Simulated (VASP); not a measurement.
ZnS: band gap against strain

ZnS (zinc blende, F-43m, 19.199 Å³/atom and stress up to 0.22 GPa in the relaxed cell, cube axes along x, y and z) under an equal strain ε along all three axes. PBEsol in VASP (plane waves, PAW), 480 eV, 10×10×10 Γ-centred mesh, Gaussian smearing 0.05 eV; ions are relaxed, or left where forces stay under 0.02 eV/Å, within the symmetry of each cell. Gaps are the smallest on the run's k-mesh, which can miss an edge that lies off it, without spin-orbit coupling; in all rows the valence edge lies at Γ and the conduction edge at Γ.

Here s stands for strain and Eg for gap.

| strain (%) | gap (eV) |
|---|---|
| -1.50 | 2.296 |
| -1.00 | 2.229 |
| -0.50 | 2.162 |
| 0.00 | 2.096 |
| 0.50 | 2.030 |
| 1.00 | 1.966 |
| 1.50 | 1.903 |
| 3.00 | ? |

Fit Eg of the 7 rows that show it with a straight line. Means: s 0, Eg 2.0974. About the means, the sum of products is -0.91850 and the sum of squares of s is 7.0000; the slope is their ratio. Least squares gives Eg = 2.0974 - 0.13121·s. Residuals (row less fit): 0.0018, 0.0004, -0.0010, -0.0014, -0.0018, -0.0002, 0.0024; standard error 0.0018 (degrees of freedom: 5). Over these rows the gap moves by -13.12 ± 0.07 eV per unit strain, or -4.4 eV per unit of ln V.

Task: Estimate the missing Eg (s = 3.00); what did the run itself give?

Result: Eg = 2.0974 - 0.13121 × 3.0 = 1.7038 eV. The calculation gives 1.718 eV, 0.0142 eV above the prediction (2.5 % of the range of Eg in the table). The row lies outside the fitted rows, so this is an extrapolation. From the scatter of the fitted rows alone, a prediction at this place has a standard error of 0.0027 eV, so the miss is 5.3 times that.

A polynomial of degree 2 through the 12 other runs of the series gives 1.718 there, so most of the miss is curvature that the fit leaves out. Other structures, which can take over under pressure, weren't tried. Rows are the converged runs of the series near zero and its far end; series whose fitted rows scatter by over a few per cent of the range, as at a crossing or softening among them, aren't shown in this form, nor equations of state whose B0' disagrees with the runs' pressures. Most that stay on the fit to the last digits aren't either.
